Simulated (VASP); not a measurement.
Output of a VASP run:

File OSZICAR:
```
       N       E                     dE             d eps       ncg     rms          rms(c)
DAV:   1     0.468486878541E+02    0.46849E+02   -0.65860E+03  1880   0.117E+03
DAV:   2    -0.115654894206E+02   -0.58414E+02   -0.57705E+02  2403   0.249E+02
DAV:   3    -0.122643416403E+02   -0.69885E+00   -0.66826E+00  2144   0.269E+01
DAV:   4    -0.122699844464E+02   -0.56428E-02   -0.56301E-02  2090   0.185E+00
DAV:   5    -0.122700303806E+02   -0.45934E-04   -0.45933E-04  2101   0.140E-01    0.136E+01
DAV:   6    -0.119233165359E+02    0.34671E+00   -0.39080E-01  1943   0.765E+00    0.665E+00
DAV:   7    -0.118170258352E+02    0.10629E+00   -0.31592E-01  1964   0.653E+00    0.392E-01
DAV:   8    -0.118156584605E+02    0.13674E-02   -0.19914E-03  2105   0.522E-01    0.854E-02
DAV:   9    -0.118156781229E+02   -0.19662E-04   -0.10570E-04  2041   0.136E-01    0.341E-02
DAV:  10    -0.118156726939E+02    0.54289E-05   -0.38015E-06  1967   0.308E-02    0.881E-03
DAV:  11    -0.118156733442E+02   -0.65029E-06   -0.53786E-08   979   0.350E-03
   1 F= -.11815673E+02 E0= -.11815775E+02  d E =0.305395E-03
```

OUTCAR:
```
------------------------ aborting loop because EDIFF is reached ----------------------------------------
  FORCE on cell =-STRESS in cart. coord.  units (eV):
  Direction    XX          YY          ZZ          XY          YZ          ZX
  --------------------------------------------------------------------------------------
  Total        0.4189484      0.4189484      0.4189484     -0.0000000     -0.0000000      0.0000000
  in kB       37.3559038     37.3559038     37.3559038     -0.0000000     -0.0000000      0.0000000
  external PRESSURE =      37.3559038 kB  Pullay stress =       0.0000000 kB
  volume of cell :       17.97
      direct lattice vectors                 reciprocal lattice vectors
    -1.650000000  1.650000000  1.650000000     0.000000000  0.303030303  0.303030303
     1.650000000 -1.650000000  1.650000000     0.303030303  0.000000000  0.303030303
     1.650000000  1.650000000 -1.650000000     0.303030303  0.303030303  0.000000000
 POSITION                                       TOTAL-FORCE (eV/Angst)
 -----------------------------------------------------------------------------------
      0.00000      0.00000      0.00000         0.000000      0.000000     -0.000000
 -----------------------------------------------------------------------------------
    total drift:                               -0.000000      0.000000      0.000000
  FREE ENERGIE OF THE ION-ELECTRON SYSTEM (eV)
  ---------------------------------------------------
  free  energy   TOTEN  =       -11.8156733442 eV

  energy  without entropy=      -11.8159787396  energy(sigma->0) =      -11.81577514
```
(Selected blocks of OUTCAR.)

### POSCAR
```
Ta
1
   -1.6500000000     1.6500000000     1.6500000000
    1.6500000000    -1.6500000000     1.6500000000
    1.6500000000     1.6500000000    -1.6500000000
Ta
1
Direct
  0.0000000000   0.0000000000   0.0000000000
```

**Question.** Write an INCAR and KPOINTS that could have produced this output.

**Answer.** This is not unique; one that fits is the input of the run itself, PBE GGA, plane waves, VASP's PBE PAW potentials (set 64).

**KPOINTS**
```
Automatic mesh
0
Gamma
14 14 14
0 0 0
```

**INCAR**
```
ALGO  =  Normal
EDIFF  =  1E-6
ENCUT  =  520
GGA  =  PE
ISIF  =  2
ISMEAR  =  1
LASPH  =  .True.
LCHARG  =  .False.
LMAXMIX  =  6
LREAL  =  .False.
LWAVE  =  .False.
NELM  =  100
PREC  =  Accurate
SIGMA  =  0.1
SYSTEM  =  Ta
```

POTCAR, in this order: Ta_pv (PBE.64 set). Program: vasp_std.

The compound is Ta in the bcc structure. The cell was not relaxed at this level. The run is one of a series of settings (ENCUT = 520 against the base run), some of them coarse on purpose.
